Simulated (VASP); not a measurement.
Given:

```
ZrC
1.0
    0.00000     2.34830     2.34830
    2.34830     0.00000     2.34830
    2.34830     2.34830     0.00000
Zr C
1 1
Cartesian
  0.00000   0.00000   0.00000
  2.34830   2.34830   2.34830
```

These are rev-vdW-DF2, VASP's PBE PAW potentials (set 64) (plane waves; VASP) values and carry that method's errors. Numerical set-up: 520 eV cut-off, Gaussian smearing of 0.050 eV, potentials Zr_sv C.

Q: Give the energies of bands 6 to 11 at the high-symmetry points, in eV from the Fermi level.

A: 
```
band     Γ      X      U      L      W
----  ----  -----  -----  -----  -----
6     0.90  -2.06  -3.06  -5.32  -2.67
7     0.90  -1.80  -2.29  -2.97  -2.36
8     0.90   0.04  -1.60  -2.97  -2.36
9     1.05   0.04   1.47   4.45   3.24
10    1.05   4.43   4.83   4.45   3.24
11    1.05   5.60   5.34   5.28   5.61
```

It has no gap at this level: it comes out as a metal or semimetal.

The compound is ZrC in the rock salt structure. It was relaxed first.
